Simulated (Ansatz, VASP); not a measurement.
**In14Ga20O51 (partly crystallised 41In2O3-59Ga2O3 (mol %)) in two plane-wave programs**

One calculation is typed for both programs; each brings its own data sets. How far apart do they land? Of the first pair: The cell is taken from a series of runs on this material, whose earlier steps may have relaxed, scaled, displaced or heated it; both programs get it as it stands.

Calculated with Ansatz 0.2.0; plane waves, with VASP 6.6.1 beside it; PBE.

## 1. Set-up

The cell holds 85 atoms: 14 In, 20 Ga and 51 O. Cell: a = 10.238 Å, b = 10.180 Å, c = 10.094 Å, α = 92.5°, β = 90.8°, γ = 88.3°. As first built, before any earlier steps moved the atoms or strained the cell (in the runner's words): 85 atoms (14 Sc, 20 Fe, 51 O) placed at random at 4.09 g/cm^3, melted at 5000 K for 10 ps at fixed volume with the Morse and Coulomb pair potential with partial charges (Pedone, Malavasi, Menziani, Cormack and Segre, J. Phys. Chem. B 110, 11780 (2006)). Quenched from 5000 K to 300 K at 10 K/ps and fixed volume, held 10 ps at zero pressure, then minimised at fixed cell. Then Sc was replaced by In, Fe was replaced by Ga and the cell scaled by 1.017 (the potential has no terms for the new elements, so the cell is a start for a DFT relaxation).

## 2. VASP: single point, PBE, pair 1

With cell and atoms fixed, the geometry can't cause a difference; cores, projectors, grids and the points listed under the comparison can.

Lines of VASP's logs that name or quote its potential files are left out, and so is its time.

File INCAR:

```
SYSTEM = In14Ga20O51
PREC = Accurate
ENCUT = 600
EDIFF = 1E-06
NELM = 120
ISMEAR = 0
SIGMA = 0.025
LREAL = Auto
ALGO = Normal
GGA = PE
NBANDS = 440
LORBIT = 11
LWAVE = .FALSE.
LCHARG = .FALSE.
ISIF = 2
LASPH = .TRUE.
GGA_COMPAT = .FALSE.
EFERMI = MIDGAP
NCORE = 2
```

File POSCAR:

```
In14Ga20O51
1.0
   10.2366900000      0.1546300000     -0.0651200000
    0.1546300000     10.1767300000     -0.2197300000
   -0.0651200000     -0.2197300000     10.0918400000
In Ga O
14 20 51
Direct
    0.1285600000      0.1697400000      0.0879600000
    0.5430600000      0.9229400000      0.4571500000
    0.2553300000      0.6849900000      0.3356900000
    0.2828200000      0.7798800000      0.6929000000
    0.2311500000      0.0138300000      0.3309300000
    0.7652800000      0.7842400000      0.6933900000
    0.0096600000      0.8905200000      0.5505400000
    0.2804000000      0.1232500000      0.6346700000
    0.3473900000      0.8570300000      0.0201800000
    0.5322200000      0.1433800000      0.1602600000
    0.0085800000      0.6592700000      0.8791400000
    0.4902400000      0.3274000000      0.8531000000
    0.2632600000      0.3485400000      0.3239400000
    0.7440900000      0.4406300000      0.6740500000
    0.7869600000      0.8810300000      0.0403000000
    0.5682600000      0.2712400000      0.4593900000
    0.2678400000      0.4190900000      0.6090500000
    0.2638000000      0.5208500000      0.9046200000
    0.4767400000      0.5232100000      0.1270600000
    0.5544500000      0.6810800000      0.8615100000
    0.7579100000      0.4704100000      0.9920800000
    0.5362600000      0.6169400000      0.5060300000
    0.0493000000      0.9816100000      0.8589200000
    0.7770000000      0.0900600000      0.6577300000
    0.7886600000      0.1964200000      0.9739000000
    0.0252800000      0.8307300000      0.1890100000
    0.9952000000      0.5801200000      0.5587900000
    0.7487400000      0.3845500000      0.2597200000
    0.0106200000      0.3055900000      0.7914900000
    0.9752500000      0.2460000000      0.4927500000
    0.8551300000      0.0673400000      0.2913400000
    0.5501600000      0.0048600000      0.8363800000
    0.9939700000      0.5039600000      0.1594100000
    0.7867000000      0.6900600000      0.3323600000
    0.1105300000      0.3613600000      0.1797400000
    0.1990300000      0.0009100000      0.9747700000
    0.8377300000      0.8189700000      0.2158100000
    0.8424600000      0.3352700000      0.1008200000
    0.6089700000      0.2599100000      0.0063700000
    0.8911200000      0.5883700000      0.0299100000
    0.1099200000      0.8428900000      0.3758900000
    0.3124500000      0.1671900000      0.2095400000
    0.1018000000      0.6571200000      0.1831200000
    0.9708100000      0.8546200000      0.9898100000
    0.4406800000      0.8417900000      0.8133300000
    0.6149800000      0.7341700000      0.3882800000
    0.0321600000      0.0260300000      0.2149100000
    0.1439300000      0.1856200000      0.4416300000
    0.3693000000      0.4144200000      0.0110000000
    0.8328600000      0.3487800000      0.8445600000
    0.9947200000      0.1596100000      0.9225600000
    0.8548100000      0.0071400000      0.4642800000
    0.3495900000      0.9762600000      0.5018800000
    0.3674100000      0.4895200000      0.7475800000
    0.7251100000      0.0753100000      0.8435100000
    0.7707600000      0.0556300000      0.1191500000
    0.8723800000      0.6087000000      0.7300200000
    0.6556700000      0.5257100000      0.1496800000
    0.1697600000      0.4988400000      0.4730200000
    0.9398000000      0.4114000000      0.5788400000
    0.5805800000      0.3172300000      0.2796400000
    0.6412900000      0.9508700000      0.6417100000
    0.1636900000      0.9638100000      0.6997100000
    0.5806500000      0.0887000000      0.3609500000
    0.3832800000      0.3035200000      0.5032500000
    0.9115600000      0.9236600000      0.7326000000
    0.9438300000      0.1731200000      0.6572900000
    0.8707100000      0.5235100000      0.3054900000
    0.4360700000      0.1425500000      0.7757400000
    0.5097800000      0.9880300000      0.0217500000
    0.6981600000      0.7946600000      0.9053500000
    0.8520700000      0.2453500000      0.3527100000
    0.3764200000      0.5213300000      0.2798800000
    0.6317600000      0.4616000000      0.4930800000
    0.0970300000      0.7066500000      0.6483700000
    0.6227600000      0.4965500000      0.8611600000
    0.4548500000      0.6696300000      0.0159100000
    0.2158300000      0.7026700000      0.8954700000
    0.8784300000      0.7185100000      0.4954200000
    0.6653300000      0.2415300000      0.6164300000
    0.3718400000      0.6968200000      0.5159800000
    0.1814400000      0.2920300000      0.7052400000
    0.3247800000      0.8503500000      0.2270800000
    0.6019000000      0.6640500000      0.6760700000
    0.0929300000      0.4598700000      0.8850600000
```

File KPOINTS:

```
Automatic mesh
0
Gamma
1 1 1
0 0 0
```

PAW data sets: In_d, Ga_d and O (PBE family, release 64).

Command:

```
$ mpirun -np 8 vasp_gam
```

Numbers of over 12 decimals in the logs are rounded to 6 here.

Log:

```text
[banner, memory and clock lines left out]
running    8 mpi-ranks, on    1 nodes
[...]
LDA part: xc-table for (Slater+PW92), standard interpolation
 POSCAR, INCAR and KPOINTS ok, starting setup
[...]
entering main loop
       N       E                     dE             d eps       ncg     rms          rms(c)
DAV:   1     0.218046282636E+05    0.21805E+05   -0.30652E+05   880   0.353E+03
DAV:   2     0.561921817057E+04   -0.16185E+05   -0.15277E+05   880   0.108E+03
DAV:   3     0.487541276632E+03   -0.51317E+04   -0.48420E+04  1064   0.422E+02
DAV:   4    -0.463092019712E+03   -0.95063E+03   -0.91549E+03  1024   0.184E+02
[...]
DAV:  20    -0.481860086366E+03    0.50280E-06   -0.32678E-05  1240   0.317E-02    0.993E-03
DAV:  21    -0.481860087431E+03   -0.10648E-05   -0.15949E-05  1152   0.171E-02    0.503E-03
DAV:  22    -0.481860088387E+03   -0.95606E-06   -0.90922E-06   840   0.108E-02
   1 F= -.48186009E+03 E0= -.48186009E+03  d E =-.122362-135
```

From OUTCAR (step 2):

```text
  FREE ENERGIE OF THE ION-ELECTRON SYSTEM (eV)
  ---------------------------------------------------
  free  energy   TOTEN  =      -481.8600883873 eV

  energy  without entropy=     -481.8600883873  energy(sigma->0) =     -481.86008839

[... 1 further part left out ...]
```

The run ends at a pressure of 0.33 GPa, with forces up to 0.066 eV/Å.

## 3. Ansatz: single point, PBE, pair 1

Ansatz runs on its default PAW (the set named soft_2) files.

The same cell, functional, mesh and smearing now go to Ansatz, which takes its cutoff from its data sets.

File input.yaml:

```yaml
crystal:
  lattice:
    - [10.23669, 0.15463, -0.06512]
    - [0.15463, 10.17673, -0.21973]
    - [-0.06512, -0.21973, 10.09184]
  atoms:
    - { symbol: In, position: [0.12856, 0.16974, 0.08796] }
    - { symbol: In, position: [0.54306, 0.92294, 0.45715] }
    - { symbol: In, position: [0.25533, 0.68499, 0.33569] }
    - { symbol: In, position: [0.28282, 0.77988, 0.6929] }
    - { symbol: In, position: [0.23115, 0.01383, 0.33093] }
    - { symbol: In, position: [0.76528, 0.78424, 0.69339] }
    - { symbol: In, position: [0.00966, 0.89052, 0.55054] }
    - { symbol: In, position: [0.2804, 0.12325, 0.63467] }
    - { symbol: In, position: [0.34739, 0.85703, 0.02018] }
    - { symbol: In, position: [0.53222, 0.14338, 0.16026] }
    - { symbol: In, position: [0.00858, 0.65927, 0.87914] }
    - { symbol: In, position: [0.49024, 0.3274, 0.8531] }
    - { symbol: In, position: [0.26326, 0.34854, 0.32394] }
    - { symbol: In, position: [0.74409, 0.44063, 0.67405] }
    - { symbol: Ga, position: [0.78696, 0.88103, 0.0403] }
    - { symbol: Ga, position: [0.56826, 0.27124, 0.45939] }
    - { symbol: Ga, position: [0.26784, 0.41909, 0.60905] }
    - { symbol: Ga, position: [0.2638, 0.52085, 0.90462] }
    - { symbol: Ga, position: [0.47674, 0.52321, 0.12706] }
    - { symbol: Ga, position: [0.55445, 0.68108, 0.86151] }
    - { symbol: Ga, position: [0.75791, 0.47041, 0.99208] }
    - { symbol: Ga, position: [0.53626, 0.61694, 0.50603] }
    - { symbol: Ga, position: [0.0493, 0.98161, 0.85892] }
    - { symbol: Ga, position: [0.777, 0.09006, 0.65773] }
    - { symbol: Ga, position: [0.78866, 0.19642, 0.9739] }
    - { symbol: Ga, position: [0.02528, 0.83073, 0.18901] }
    - { symbol: Ga, position: [0.9952, 0.58012, 0.55879] }
    - { symbol: Ga, position: [0.74874, 0.38455, 0.25972] }
    - { symbol: Ga, position: [0.01062, 0.30559, 0.79149] }
    - { symbol: Ga, position: [0.97525, 0.246, 0.49275] }
    - { symbol: Ga, position: [0.85513, 0.06734, 0.29134] }
    - { symbol: Ga, position: [0.55016, 0.00486, 0.83638] }
    - { symbol: Ga, position: [0.99397, 0.50396, 0.15941] }
    - { symbol: Ga, position: [0.7867, 0.69006, 0.33236] }
    - { symbol: O, position: [0.11053, 0.36136, 0.17974] }
    - { symbol: O, position: [0.19903, 0.00091, 0.97477] }
    - { symbol: O, position: [0.83773, 0.81897, 0.21581] }
    - { symbol: O, position: [0.84246, 0.33527, 0.10082] }
    - { symbol: O, position: [0.60897, 0.25991, 0.00637] }
    - { symbol: O, position: [0.89112, 0.58837, 0.02991] }
    - { symbol: O, position: [0.10992, 0.84289, 0.37589] }
    - { symbol: O, position: [0.31245, 0.16719, 0.20954] }
    - { symbol: O, position: [0.1018, 0.65712, 0.18312] }
    - { symbol: O, position: [0.97081, 0.85462, 0.98981] }
    - { symbol: O, position: [0.44068, 0.84179, 0.81333] }
    - { symbol: O, position: [0.61498, 0.73417, 0.38828] }
    - { symbol: O, position: [0.03216, 0.02603, 0.21491] }
    - { symbol: O, position: [0.14393, 0.18562, 0.44163] }
    - { symbol: O, position: [0.3693, 0.41442, 0.011] }
    - { symbol: O, position: [0.83286, 0.34878, 0.84456] }
    - { symbol: O, position: [0.99472, 0.15961, 0.92256] }
    - { symbol: O, position: [0.85481, 0.00714, 0.46428] }
    - { symbol: O, position: [0.34959, 0.97626, 0.50188] }
    - { symbol: O, position: [0.36741, 0.48952, 0.74758] }
    - { symbol: O, position: [0.72511, 0.07531, 0.84351] }
    - { symbol: O, position: [0.77076, 0.05563, 0.11915] }
    - { symbol: O, position: [0.87238, 0.6087, 0.73002] }
    - { symbol: O, position: [0.65567, 0.52571, 0.14968] }
    - { symbol: O, position: [0.16976, 0.49884, 0.47302] }
    - { symbol: O, position: [0.9398, 0.4114, 0.57884] }
    - { symbol: O, position: [0.58058, 0.31723, 0.27964] }
    - { symbol: O, position: [0.64129, 0.95087, 0.64171] }
    - { symbol: O, position: [0.16369, 0.96381, 0.69971] }
    - { symbol: O, position: [0.58065, 0.0887, 0.36095] }
    - { symbol: O, position: [0.38328, 0.30352, 0.50325] }
    - { symbol: O, position: [0.91156, 0.92366, 0.7326] }
    - { symbol: O, position: [0.94383, 0.17312, 0.65729] }
    - { symbol: O, position: [0.87071, 0.52351, 0.30549] }
    - { symbol: O, position: [0.43607, 0.14255, 0.77574] }
    - { symbol: O, position: [0.50978, 0.98803, 0.02175] }
    - { symbol: O, position: [0.69816, 0.79466, 0.90535] }
    - { symbol: O, position: [0.85207, 0.24535, 0.35271] }
    - { symbol: O, position: [0.37642, 0.52133, 0.27988] }
    - { symbol: O, position: [0.63176, 0.4616, 0.49308] }
    - { symbol: O, position: [0.09703, 0.70665, 0.64837] }
    - { symbol: O, position: [0.62276, 0.49655, 0.86116] }
    - { symbol: O, position: [0.45485, 0.66963, 0.01591] }
    - { symbol: O, position: [0.21583, 0.70267, 0.89547] }
    - { symbol: O, position: [0.87843, 0.71851, 0.49542] }
    - { symbol: O, position: [0.66533, 0.24153, 0.61643] }
    - { symbol: O, position: [0.37184, 0.69682, 0.51598] }
    - { symbol: O, position: [0.18144, 0.29203, 0.70524] }
    - { symbol: O, position: [0.32478, 0.85035, 0.22708] }
    - { symbol: O, position: [0.6019, 0.66405, 0.67607] }
    - { symbol: O, position: [0.09293, 0.45987, 0.88506] }
kpoints:
  mp_grid: { grid: [1, 1, 1] }
hamiltonian:
  xc: pbe
scf:
  occupations: { method: gaussian, width: 0.025 }
output:
  forces: true
  stress: true
  populations: true
  dos:
    method: { smearing: { sigma: 0.1 } }
    de: 0.1
    projected: { site_lists: { Ga: [Ga], In: [In], O: [O] } }
  eigenvalues: true
  write_density: true
  write_potential: true
  volumetric_format: npy
```

Command:

```
$ ansatz run input.yaml --threads 4 --pin off --max-ram 8192MiB --backend cpu --events-out ev --progress --plain --runs-dir out
```

Log:

```text
Engine: ansatz 0.2.0, x86_64-unknown-linux-gnu
Pseudopotentials: kind: paw
Pseudopotential: In, paw, valence charge 13, recommended cutoff 420 eV (normal), In.paw.azcp
Pseudopotential: Ga, paw, valence charge 13, recommended cutoff 420 eV (normal), Ga.paw.azcp
Pseudopotential: O, paw, valence charge 6, recommended cutoff 420 eV (normal), O.paw.azcp
Functional definition: PBE
  parameter kappa = 0.804
  parameter beta = 0.066725
  exchange = pbe_x(kappa = kappa, mu = beta*pi^2/3)
  correlation = pbe_c(beta = beta)
Crystal: 85 atoms, lattice volume = 1050.554 Å³
Basis set: ecut = 420 eV, 20535 PW (Γ), exchange–correlation on 144×144×144 points (8 copies of the dense FFT grid, shifted against one another)
Bands: 459, of which v1, the nominal top of the filled ones, is band 374 counted from 1 (373 counted from 0)
Symmetry: 1 space group operations
Space group: P1 (ITA 1), of the structure as read, at distance tolerance 1.0e-4 Å
k-points: 1
Non-local potential: In, projectors of the file, l = 0: 2, l = 1: 2, l = 2: 2, l = 3: 2
Non-local potential: Ga, projectors of the file, l = 0: 2, l = 1: 2, l = 2: 3, l = 3: 1
Non-local potential: O, projectors of the file, l = 0: 2, l = 1: 2, l = 2: 1
PAW form: soft (Blöchl's): semilocal exchange-correlation on the pseudo side does not see the compensation charge
PAW one-centre angular grid: In, 590 points (default); XC on 64 Gauss nodes
PAW one-centre angular grid: Ga, 590 points (default); XC on 64 Gauss nodes
PAW one-centre angular grid: O, 110 points (default); XC on 64 Gauss nodes
Initial density: superposition of atomic densities (neutral atoms: chi_scale 0, normalization atom), corrected by the library's trained network
Initial wavefunctions: pseudopotential atomic-orbital guess
Functional: x = pbe(κ = 0.804, μ = 0.219515), c = pbe(β = 0.066725)
SCF iter   1: F=—  HF=-182977.426236 eV  |F-HF|=—  |Δ(HF+E_count)|=         —  Δρ=2.59e-3  dr2=1.27e-1  ethr=1.77e-3  ⟨swp⟩=6.0  Hψ=1675  notcnv=0
preconditioner: auto → Resta (q_TF=auto, 2.578 Å⁻¹)  ε∞=4.6  [insulator: Δε(μ)=1.005 eV  Ē_g=16.427 eV  σ=0.025 eV  W_gap=1.00  n_scr=302 (ndim 8)  ℏωp=31.3 eV  f_vac=0.048  D(μ)=0.00/eV (n_scr^D=0)  ε∞_Penn≈4.6]
SCF iter   2: F=—  HF=-182977.412735 eV  |F-HF|=—  |Δ(HF+E_count)|=   1.35e-2  Δρ=1.42e-3  dr2=2.51e-2  ethr=1.70e-5  ⟨swp⟩=2.0  Hψ=864  notcnv=0  defer=80
SCF iter   3: F=—  HF=-182977.411118 eV  |F-HF|=—  |Δ(HF+E_count)|=   1.62e-3  Δρ=6.01e-4  dr2=8.22e-3  ethr=3.36e-6  ⟨swp⟩=2.0  Hψ=703  notcnv=0  defer=80
SCF iter   4: F=—  HF=-182977.410246 eV  |F-HF|=—  |Δ(HF+E_count)|=   8.72e-4  Δρ=2.34e-4  dr2=5.94e-4  ethr=1.10e-6  ⟨swp⟩=2.0  Hψ=532  notcnv=0  defer=80
SCF iter   5: F=—  HF=-182977.410278 eV  |F-HF|=—  |Δ(HF+E_count)|=   3.23e-5  Δρ=1.37e-4  dr2=1.97e-4  ethr=7.95e-8  ⟨swp⟩=2.0  Hψ=717  notcnv=0  defer=80
SCF iter   6: F=—  HF=-182977.410311 eV  |F-HF|=—  |Δ(HF+E_count)|=   3.24e-5  Δρ=3.79e-5  dr2=1.50e-5  ethr=2.64e-8  ⟨swp⟩=2.0  Hψ=711  notcnv=0  defer=80
SCF iter   7: F=—  HF=-182977.411663 eV  |F-HF|=—  |Δ(HF+E_count)|=   1.35e-3  Δρ=2.33e-5  dr2=5.50e-6  ethr=2.01e-9  ⟨swp⟩=2.0  Hψ=830  notcnv=0  defer=80
SCF iter   8: F=—  HF=-182977.411664 eV  |F-HF|=—  |Δ(HF+E_count)|=   1.42e-6  Δρ=7.44e-6  dr2=7.01e-7  ethr=7.35e-10  ⟨swp⟩=2.0  Hψ=750  notcnv=0  defer=80
SCF iter   9: F=—  HF=-182977.411665 eV  |F-HF|=—  |Δ(HF+E_count)|=   6.13e-7  Δρ=5.45e-6  dr2=2.92e-7  ethr=9.37e-11  ⟨swp⟩=2.0  Hψ=748  notcnv=0  defer=80
SCF iter  10: F=-182977.411665 eV  HF=-182977.411665 eV  |F-HF|=2.37e-8  |Δ(HF+E_count)|=   2.26e-8  Δρ=1.87e-6  dr2=4.18e-8  ethr=1.34e-11  ⟨swp⟩=12.0  Hψ=3748  notcnv=0
SCF 1 converged in 10 iterations: F = -182977.411665 eV  dr2 = 4.18e-8
  greatest PAW one-centre occupation: 0.998 electrons in one spin orbital (limit 2), on the Ga atom at site 20 (counted from 0), in its partial waves of l = 2
SCF converged after 10 iterations
Free energy (F): -182977.411665 eV
Harris-Foulkes:  -182977.411665 eV  (|F-HF|=2.37e-8)
Internal energy: -182977.411665 eV  (E = F + TS)
E sigma→0 (E₀):  -182977.411665 eV
Fermi energy:    8.225744 eV
--- Per-component energies (eV) ---
  E_band       = -1139.113339
  E_kinetic    = 14655.311675
  E_local      = -72711.958045  (includes V_loc(G=0)·N_el)
  E_nonlocal   = 16297.774588
  E_hartree    = 31303.773541
  E_xc         = -8086.887212
  E_vxc        = -7271.585980  (∫ρ·V_xc dr)
  E_paw        = -106266.576701  (= ΣΔE_a)
  E_vpaw       = -14716.313154  (= ΣTr[D̂ρ^β])
  E_aug_tail   = 0.122685  (compensation charges beyond the density's cutoff)
  E_ewald      = -58168.972195
  E_smearing   = -0.000000  (= −TS)
  E_closure    = -0.000000  (closes the sum)
  Σ components = -182977.411665   (vs F -182977.411665, Δ=0.00e0)
--- Forces (eV/Å), atoms counted from 1 ---
  atom   1  In    -0.00739770    -0.00185390     0.00382378
  atom   2  In     0.00768782     0.00512436    -0.00231058
[...]
atom  45  O      0.00449206    -0.00099612     0.00170665
  atom  46  O      0.00285707     0.00353508    -0.00107599
  atom  47  O      0.00430328     0.00465869    -0.00120127
  atom  48  O     -0.00008180    -0.00073251    -0.00044078
  atom  49  O      0.00233884     0.00122000    -0.00290334
  atom  50  O      0.00070428     0.00021412     0.00150790
  atom  51  O     -0.00166630     0.00411083    -0.00092182
  atom  52  O     -0.00024484     0.00378555     0.00120895
  atom  53  O      0.00081984     0.00362444     0.00032065
  atom  54  O     -0.00028245    -0.00095289     0.00137562
  atom  55  O      0.00197455    -0.00249261    -0.00233987
  atom  56  O     -0.00120916    -0.00064067    -0.00098246
  atom  57  O      0.00190925    -0.00277050     0.00045086
  atom  58  O     -0.00073545     0.00099316    -0.00074437
  atom  59  O     -0.00174557     0.00177935     0.00187781
  atom  60  O     -0.00059488     0.00070164     0.00052151
  atom  61  O      0.00079522    -0.01242649     0.00544766
  atom  62  O     -0.00065019    -0.00198220    -0.00168523
  atom  63  O     -0.00129613    -0.00175585    -0.00857350
  atom  64  O     -0.00177147     0.00445316    -0.00325831
  atom  65  O     -0.00385856     0.00323323    -0.00179150
  atom  66  O      0.00103930    -0.00007812     0.00331992
[...]
atom  78  O     -0.00302585    -0.00011736    -0.00253940
  atom  79  O     -0.00169085     0.00047745    -0.00404803
  atom  80  O     -0.00298512     0.00661611     0.00185849
  atom  81  O      0.00158581     0.00009432     0.00121405
  atom  82  O     -0.00008636     0.00321717     0.00095379
  atom  83  O      0.00031400    -0.00046075    -0.00285831
  atom  84  O      0.00306502     0.00144558    -0.00116969
  atom  85  O      0.00079800     0.00232617     0.00080167
  max |Σ_I F_I| component: 3.14e-5 eV/Å
--- Stress (GPa, compression-positive) ---
        0.013636       0.026259       0.000742
        0.026259       0.009082      -0.024051
        0.000742      -0.024052       0.010167
  P = ⅓ Tr σ = 0.0110 GPa (0.110 kbar)
--- Band table (eV) ---
  k-point 0: bands = [... 370 lower, 7.4731, 7.4945, 7.6183, 7.7731, 8.6783, 11.1189, 11.3026, 11.4309, ... 81 higher]
--- Löwdin populations: 85 sites ---
  site symbol       q [e]
     0     In     11.7706
     1     In     11.7781
     2     In     11.7970
     3     In     11.7986
     4     In     11.8482
     5     In     11.7967
     6     In     11.8118
     7     In     11.7933
     8     In     11.7980
     9     In     11.8004
    10     In     11.7903
    11     In     11.7765
    12     In     11.7979
    13     In     11.7810
    14     Ga     11.9405
    15     Ga     12.0031
    16     Ga     12.0261
    17     Ga     12.0144
    18     Ga     11.9696
    19     Ga     12.0049
    20     Ga     11.9936
    21     Ga     12.0004
    22     Ga     12.0093
    23     Ga     12.0073
[...]
77      O      6.6875
    78      O      6.6771
    79      O      6.6690
    80      O      6.6900
    81      O      6.6779
    82      O      6.7521
    83      O      6.6922
    84      O      6.6826
  spilling = 0.003124 (of n_electrons = 748.000000)
```

The column dr2 measures how far the density is from self-consistency, as an energy; F and HF (Harris–Foulkes) agree once it is small.

(Part 1 of 3 ends here.)

[Lines on the potential files, build, host, timing and source positions are cut from VASP's logs without a mark.]

[Logs are printed without paths, hosts, clocks, repeated set-up lines and the standing remarks that a program may print on its own settings, such as how far it seeks lower states.]

[Hosts, paths, dates, database ids (printed as entryN), source tags and the programs' standing remarks are cut or masked in the printed files.]
